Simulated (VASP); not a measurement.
Consider the following.

```yaml
crystal:
  lattice:
    - [4.03442, 0.00000, 0.00000]
    - [0.00000, 4.03442, 0.00000]
    - [0.00000, 0.00000, 4.03442]
  atoms:
    - { symbol: Sc, position: [0.00000, 0.00000, 0.00000] }
    - { symbol: Al, position: [0.00000, 0.50000, 0.50000] }
    - { symbol: Al, position: [0.50000, 0.00000, 0.50000] }
    - { symbol: Al, position: [0.50000, 0.50000, 0.00000] }
```

Level of theory: LDA (Ceperley-Alder, Perdew-Zunger), VASP's LDA PAW potentials (set 64) (plane waves; VASP). Settings: 400 eV cut-off, 7×7×7 Γ-centred mesh, first-order Methfessel-Paxton smearing of 0.10 eV, potentials Sc_sv Al.

Q: What does the run give for the energy per atom (σ→0), band gap (on the k-mesh) with the smallest direct gap where there is one?

A: 
```
Quantity                                                     Value
------------------------  ----------------------------------------
band gap (on the k-mesh)  none (metal, semimetal or under 0.01 eV)
energy per atom (σ→0)                               -5.322 eV/atom
```

Total energies compare only between runs with the same potentials, cut-off and functional.

The compound is Al3Sc in the L1_2 structure. It was relaxed first. The start is the result of an earlier pass.
